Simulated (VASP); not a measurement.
OSZICAR of a VASP run on MgI₂ (1T layered):

OSZICAR:
```
       N       E                     dE             d eps       ncg     rms          rms(c)
DAV:   1     0.228274677580E+02    0.22827E+02   -0.52615E+03   408   0.863E+02
DAV:   2    -0.537330245931E+02   -0.76560E+02   -0.71798E+02   576   0.143E+02
DAV:   3    -0.593300419735E+02   -0.55970E+01   -0.55799E+01   520   0.470E+01
DAV:   4    -0.594263058514E+02   -0.96264E-01   -0.96247E-01   552   0.769E+00
DAV:   5    -0.594278166685E+02   -0.15108E-02   -0.15107E-02   520   0.955E-01    0.424E+00
DAV:   6    -0.583610126901E+02    0.10668E+01   -0.51647E-01   436   0.504E+00    0.392E+00
DAV:   7    -0.565803160099E+02    0.17807E+01   -0.50317E-01   412   0.468E+00    0.164E+00
DAV:   8    -0.567649991150E+02   -0.18468E+00   -0.16110E-01   500   0.285E+00    0.389E-01
DAV:   9    -0.568320761355E+02   -0.67077E-01   -0.78257E-02   412   0.320E+00    0.336E-01
DAV:  10    -0.570205022829E+02   -0.18843E+00   -0.79285E-02   408   0.348E+00    0.167E-01
DAV:  11    -0.569016290747E+02    0.11887E+00   -0.37773E-02   408   0.226E+00    0.613E-02
DAV:  12    -0.569330481408E+02   -0.31419E-01   -0.24230E-02   408   0.212E+00    0.654E-02
DAV:  13    -0.569317804919E+02    0.12676E-02   -0.88833E-04   472   0.364E-01    0.469E-02
DAV:  14    -0.569339093412E+02   -0.21288E-02   -0.25931E-03   416   0.657E-01    0.401E-02
DAV:  15    -0.569339983968E+02   -0.89056E-04   -0.96206E-05   440   0.112E-01    0.274E-02
DAV:  16    -0.569340571051E+02   -0.58708E-04   -0.10870E-04   432   0.133E-01    0.210E-02
DAV:  17    -0.569340527028E+02    0.44023E-05   -0.28984E-06   452   0.189E-02    0.188E-02
DAV:  18    -0.569340622417E+02   -0.95389E-05   -0.75486E-07   328   0.935E-03    0.180E-02
DAV:  19    -0.569340475063E+02    0.14735E-04   -0.36912E-06   440   0.169E-02    0.836E-03
DAV:  20    -0.569340907392E+02   -0.43233E-04   -0.12089E-05   424   0.416E-02    0.520E-03
DAV:  21    -0.569340893083E+02    0.14309E-05   -0.20709E-07   316   0.377E-03    0.484E-03
DAV:  22    -0.569340890008E+02    0.30753E-06   -0.22117E-08   232   0.142E-03
   1 F= -.56934089E+02 E0= -.56934089E+02  d E =-.569341E+02
```

Task: Which electronic solver shows in the log?

Result: It is blocked Davidson (ALGO = Normal, or the opening steps of other solvers). The INCAR had ALGO = Normal.

Task: Can the final energy be trusted as converged?

Result: The calculation finished and met its thresholds. It stopped with EDIFF = 1E-6, NELM = 100, NSW = 60 and EDIFFG = -0.02 after 1 ionic step (r2SCAN meta-GGA, plane waves, VASP's PBE PAW potentials (set 64)).

The compound is MgI2 in the 1T layered structure. It was relaxed first, which changed the volume by +6 %. The start is the result of an earlier pass.
